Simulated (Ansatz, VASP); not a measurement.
## Ag3OF in VASP and in Ansatz

Contents of INCAR:

```
  PREC = Accurate
  ENCUT = 520
  EDIFF = 1E-7
  ISMEAR = 0
  SIGMA = 0.05
  LREAL = False
  LASPH = True
  NELM = 60
  ALGO = Fast
  ISIF = 2
  LWAVE = False
  LCHARG = False
  NBANDS = 31
```

KPOINTS

```
Automatic mesh
0
Gamma
  4 4 4
```

POSCAR

```
Ag3OF
1.0
    4.7960017663      0.0000000000      0.0000000000
    0.0000000000      4.7960017663      0.0000000000
    0.0000000000      0.0000000000      4.7960017663
O F Ag
1 1 3
Direct
    0.0000000000      0.0000000000      0.0000000000
    0.5000000000      0.5000000000      0.5000000000
    0.5000000000      0.5000000000      0.0000000000
    0.5000000000      0.0000000000      0.5000000000
    0.0000000000      0.5000000000      0.5000000000
```

Input for Ansatz:

```yaml
crystal:
  lattice:
    - [4.7960017663, 0.0, 0.0]
    - [0.0, 4.7960017663, 0.0]
    - [0.0, 0.0, 4.7960017663]
  atoms:
    - { symbol: O, position: [0.0, 0.0, 0.0] }
    - { symbol: F, position: [0.5, 0.5, 0.5] }
    - { symbol: Ag, position: [0.5, 0.5, 0.0] }
    - { symbol: Ag, position: [0.5, 0.0, 0.5] }
    - { symbol: Ag, position: [0.0, 0.5, 0.5] }
basis:
  ecutwfc: 420
kpoints:
  mp_grid: { grid: [4, 4, 4] }
hamiltonian:
  xc: lda
scf:
  occupations: { method: gaussian, width: 0.05 }
output:
  forces: true
  stress: true
  eigenvalues: true
```

The cell comes from a database or a generator and needn't be the stable form of this composition.

Alike in both runs: task single point; functional LDA; k mesh 4 × 4 × 4; occupations gaussian, width 0.05 eV; no spin polarisation.

```csv
,VASP,Ansatz
version,VASP 6.6.1,Ansatz 0.2.0
potentials or method,"VASP PAW LDA potentials, release 64 (O, F, Ag)","scalar-relativistic, plane waves, PAW"
plane-wave cutoff (eV),520,420
valence electrons in the cell,46,70
```

|  | VASP | Ansatz | Ansatz less VASP |
| --- | --- | --- | --- |
| gap on the k mesh at the Fermi level (eV) | none | none | - |
| pressure (GPa) | -11.5 | -11.4 | +0.08 |

A gap of «none» marks a metal or a gap that the smearing closes. The two sets of potentials don't hold the same shells in valence.
